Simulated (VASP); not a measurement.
The system is Al2GaP3.

```
CELL_PARAMETERS angstrom
3.98977 0.00000 0.00000
-1.99488 3.45524 0.00000
0.00000 0.00000 8.84913
ATOMIC_POSITIONS crystal
Al 0.33333 0.66667 0.00000
Al 0.66667 0.33333 0.00000
Ga 0.00000 0.00000 0.50000
P 0.00000 0.00000 0.30837
P 0.00000 0.00000 0.69163
P 0.00000 0.00000 0.00000
```

The cell was built by a generator and needn't be a form met in nature.

```yaml
Program: VASP 6.6.1
Task: relaxation of cell and atoms
Functional: PBE
Potentials_or_basis: VASP PAW PBE potentials, release 64 (Al, Ga_d, P)
Cutoff: 520 eV
k_mesh: 4 × 4 × 2
Occupations: gaussian, width 0.15 eV
Spin: no spin polarisation
```

At the start: pressure 41.4 GPa; volume 20.33 Å³/atom.

Where does the relaxation end?

Over 18 steps the energy falls by 1567.5 meV/atom and the volume is 29.34 Å³/atom (+44.3 %); space group P6/mmm (No. 191, to 0.05 Å).

Step by step:
```tsv
step	energy change (eV)	largest force (eV/Å)	pressure (GPa)	volume (Å³)
1	0.0000	19.7283	41.43	121.99
2	2.2516	0.6306	2.22	232.86
3	-5.1073	1.3644	-4.34	231.39
4	-5.6151	1.4222	-3.63	224.79
5	-6.8333	1.1246	-0.58	169.35
6	-7.6412	0.7847	5.02	144.69
7	-9.0106	1.0152	0.62	161.70
8	-9.1302	1.1195	0.19	167.99
9	-9.1384	1.1627	0.14	170.00
10	-9.2580	0.8990	-0.31	172.55
11	-9.3973	0.1455	-0.61	179.10
12	-9.3977	0.0844	-0.69	179.50
13	-9.3940	0.3019	0.46	175.32
14	-9.4035	0.0658	-0.45	177.66
15	-9.4032	0.1185	0.00	177.23
16	-9.4034	0.0862	-0.28	177.45
17	-9.4033	0.1028	-0.15	177.40
18	-9.4051	0.0583	0.07	176.06
```

Final structure:
```
CELL_PARAMETERS angstrom
4.63889 0.00000 0.00000
-2.31945 4.01740 0.00000
0.00000 0.00000 9.44692
ATOMIC_POSITIONS crystal
Al 0.33333 0.66667 0.00000
Al 0.66667 0.33333 0.00000
Ga 0.00000 0.00000 0.50000
P 0.00000 0.00000 0.22625
P 0.00000 0.00000 0.77375
P 0.00000 0.00000 0.00000
```

Caveat: the k mesh is coarse (spacing up to 0.45 Å⁻¹), so the values aren't converged; the volume moved by over 15 % at a fixed basis, so the end points are rough.
